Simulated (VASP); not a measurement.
MgO (Periclase): relaxation of the atoms with LDA

Crystal: MgO (Periclase).

```
CELL_PARAMETERS angstrom
0.00000 2.09890 2.09890
2.09890 0.00000 2.09890
2.09890 2.09890 0.00000
ATOMIC_POSITIONS crystal
Mg 0.00000 0.00000 0.00000
O 0.50000 0.50000 0.50000
```

The cell isn't the ideal one: a relaxed cell with its volume scaled by 1.04.

```json
{
 "Program": "VASP 6.6.1",
 "Task": "relaxation of the atoms",
 "Functional": "LDA",
 "Potentials or basis": "VASP PAW LDA potentials, release 64 (Mg, O)",
 "Cutoff": "600 eV",
 "k mesh": "12 × 12 × 12",
 "Occupations": "gaussian, width 0.03 eV",
 "Spin": "no spin polarisation",
 "Further INCAR settings": "ALGO = Normal; EDIFF = 1e-07; IBRION = 2; EDIFFG = -0.01; NSW = 40"
}
```

The pressure after relaxing is -6.4 GPa and the band gap on the k mesh is 4.76 eV, direct.

Final structure:
```xyz
2
Lattice="0.0000 2.0989 2.0989 2.0989 0.0000 2.0989 2.0989 2.0989 0.0000" Properties=species:S:1:pos:R:3 pbc="T T T"
Mg    0.0000    0.0000    0.0000
O     2.0989    2.0989    2.0989
```

Levels at points of the mesh, in eV from the valence-band top:
| k point | band 1 | band 2 | band 3 | band 4 | band 5 | band 6 | band 7 | band 8 |
| --- | --- | --- | --- | --- | --- | --- | --- | --- |
| (0.00, 0.00, 0.00) | -17.05 | 0.00 | 0.00 | 0.00 | 4.76 | 15.58 | 15.58 | 15.58 |
| (0.50, 0.00, 0.00) | -15.68 | -4.74 | -0.68 | -0.68 | 7.80 | 12.51 | 16.10 | 16.10 |
| (0.50, 0.50, 0.00) | -15.40 | -4.20 | -1.39 | -1.39 | 8.90 | 9.81 | 13.00 | 18.79 |

It took 19 s on 1 thread of AMD EPYC 7R43 64-Core Processor (Zen 3), on a shared host, peak memory 0.1 GiB.

Caveat: the relaxation stopped at its first step, so nothing moved. A k mesh can miss the band edges.
